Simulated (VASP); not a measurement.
Consider the following.

```
HfN
1.0
    0.00000     2.21183     2.21183
    2.21183     0.00000     2.21183
    2.21183     2.21183     0.00000
Hf N
1 1
Cartesian
  0.00000   0.00000   0.00000
  2.21183   2.21183   2.21183
```

Level of theory: rev-vdW-DF2, VASP's PBE PAW potentials (set 64) (plane waves; VASP). Settings: 520 eV cut-off, 14×14×14 Γ-centred mesh, first-order Methfessel-Paxton smearing of 0.10 eV, potentials Hf_pv N.

Q: Give the stress tensor in GPa (positive for a compressed cell).

A: 
```
19.95   0.00   0.00
 0.00  19.95   0.00
 0.00   0.00  19.95
```
The pressure is its mean diagonal, 19.95 GPa.

The compound is HfN in the rock salt structure. This cell is one point of a volume scan, at 0.94 of the reference volume. The electron count is odd and the run is not spin-polarised, which forces a metal.
